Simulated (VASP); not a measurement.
Computed with rev-vdW-DF2, VASP's PBE PAW potentials (set 64) (plane waves; VASP).

The input files of a VASP run:

**INCAR**
```
ZAB_VDW  =  -1.8867
PREC  =  Accurate
LASPH  =  .TRUE.   ! aspherical one-centre terms
NELM  =  100   ! most electronic steps
NEDOS  =  601
LORBIT  =  11
ISIF  =  2
LUSE_VDW  =  .TRUE.
LEFG  =  .TRUE.
ISMEAR  =  -5   ! tetrahedra, Bloechl
SYSTEM  =  Al3Sc
LREAL  =  .FALSE.   ! projection in real space or not
ENCUT  =  520
GGA  =  MK
AGGAC  =  0.0
LWAVE  =  .FALSE.
LCHARG  =  .TRUE.
PARAM2  =  0.7114
LMAXMIX  =  4   ! l cut-off of mixed one-centre charges
EDIFF  =  1E-7   ! SCF stop (eV)
ALGO  =  Normal
PARAM1  =  0.1234568
```

KPOINTS:
```
Automatic mesh
0
G
  9 9 9
```

POSCAR:
```
Al3Sc
1
    4.0903258575     0.0000000000    -0.0000000000
    0.0000000000     4.0903258575     0.0000000000
   -0.0000000000     0.0000000000     4.0903258575
Sc Al
1 3
Direct
  0.0000000000   0.0000000000   0.0000000000
  0.0000000000   0.5000000000   0.5000000000
  0.5000000000   0.0000000000   0.5000000000
  0.5000000000   0.5000000000   0.0000000000
```

POTCAR, in this order: Sc_sv Al (PBE.64 set). Program: vasp_std.

Output

OSZICAR:
```
       N       E                     dE             d eps       ncg     rms          rms(c)
DAV:   1     0.119137083047E+03    0.11914E+03   -0.84382E+03   980   0.129E+03
DAV:   2    -0.700707750160E+01   -0.12614E+03   -0.12469E+03   998   0.362E+02
DAV:   3    -0.145036453216E+02   -0.74966E+01   -0.72971E+01  1546   0.734E+01
DAV:   4    -0.146345811725E+02   -0.13094E+00   -0.13103E+00  1424   0.104E+01
DAV:   5    -0.146367161795E+02   -0.21350E-02   -0.21288E-02  1410   0.125E+00    0.886E+00
DAV:   6    -0.137451323295E+02    0.89158E+00   -0.47702E+00  1634   0.254E+01    0.307E+00
DAV:   7    -0.137086661819E+02    0.36466E-01   -0.10448E-01  1336   0.306E+00    0.184E+00
DAV:   8    -0.136919626241E+02    0.16704E-01   -0.39455E-02  1546   0.175E+00    0.229E-01
DAV:   9    -0.136916443982E+02    0.31823E-03   -0.29114E-03  1268   0.523E-01    0.104E-01
DAV:  10    -0.136916186309E+02    0.25767E-04   -0.20757E-04  1496   0.145E-01    0.505E-02
DAV:  11    -0.136916475774E+02   -0.28946E-04   -0.40586E-05  1548   0.488E-02    0.255E-02
DAV:  12    -0.136916321811E+02    0.15396E-04   -0.30362E-05  1562   0.674E-02    0.588E-03
DAV:  13    -0.136916409712E+02   -0.87901E-05   -0.37479E-06  1552   0.251E-02    0.220E-03
DAV:  14    -0.136916359689E+02    0.50024E-05   -0.83284E-07  1380   0.103E-02    0.237E-04
DAV:  15    -0.136916364882E+02   -0.51930E-06   -0.24194E-08   724   0.199E-03    0.352E-04
DAV:  16    -0.136916365034E+02   -0.15244E-07   -0.70423E-09   652   0.109E-03
   1 F= -.13691637E+02 E0= -.13691637E+02  d E =0.000000E+00
```

**OUTCAR**
```
------------------------ aborting loop because EDIFF is reached ----------------------------------------
  FORCE on cell =-STRESS in cart. coord.  units (eV):
  Direction    XX          YY          ZZ          XY          YZ          ZX
  --------------------------------------------------------------------------------------
  Total        0.0025088      0.0025088      0.0025088      0.0000000      0.0000000      0.0000000
  in kB        0.0587355      0.0587355      0.0587355      0.0000000      0.0000000      0.0000000
  external PRESSURE =       0.0587355 kB  Pullay stress =       0.0000000 kB
  volume of cell :       68.43
      direct lattice vectors                 reciprocal lattice vectors
     4.090325857  0.000000000  0.000000000     0.244479299  0.000000000  0.000000000
     0.000000000  4.090325857  0.000000000     0.000000000  0.244479299  0.000000000
     0.000000000  0.000000000  4.090325857     0.000000000  0.000000000  0.244479299
 POSITION                                       TOTAL-FORCE (eV/Angst)
 -----------------------------------------------------------------------------------
      0.00000      0.00000      0.00000         0.000000      0.000000      0.000000
      0.00000      2.04516      2.04516         0.000000      0.000000      0.000000
      2.04516      0.00000      2.04516         0.000000      0.000000      0.000000
      2.04516      2.04516      0.00000         0.000000      0.000000      0.000000
 -----------------------------------------------------------------------------------
    total drift:                               -0.000000     -0.000000      0.000000
  FREE ENERGIE OF THE ION-ELECTRON SYSTEM (eV)
  ---------------------------------------------------
  free  energy   TOTEN  =       -13.6916365034 eV

  energy  without entropy=      -13.6916365034  energy(sigma->0) =      -13.69163650

 total charge

# of ion       s       p       d       tot
------------------------------------------
    1        2.185   6.141   1.312   9.638
    2        0.416   0.381   0.000   0.797
    3        0.416   0.381   0.000   0.797
    4        0.416   0.381   0.000   0.797
--------------------------------------------------
tot          3.434   7.284   1.312  12.030

 Electric field gradients after diagonalization (V/A^2)
 (convention: |V_zz| > |V_xx| > |V_yy|)
----------------------------------------------------------------------
 ion       V_xx      V_yy      V_zz     asymmetry (V_yy - V_xx)/ V_zz
----------------------------------------------------------------------
   1       0.000    -0.000    -0.000       1.202
   2     -10.154   -10.154    20.309       0.000
   3     -10.154   -10.154    20.309       0.000
   4     -10.154   -10.154    20.309       0.000
```
(Selected blocks of OUTCAR.)

For a metal the tetrahedron method with Blöchl corrections gives inexact stress and forces.

The compound is Al3Sc in the L1_2 structure. It was relaxed first.
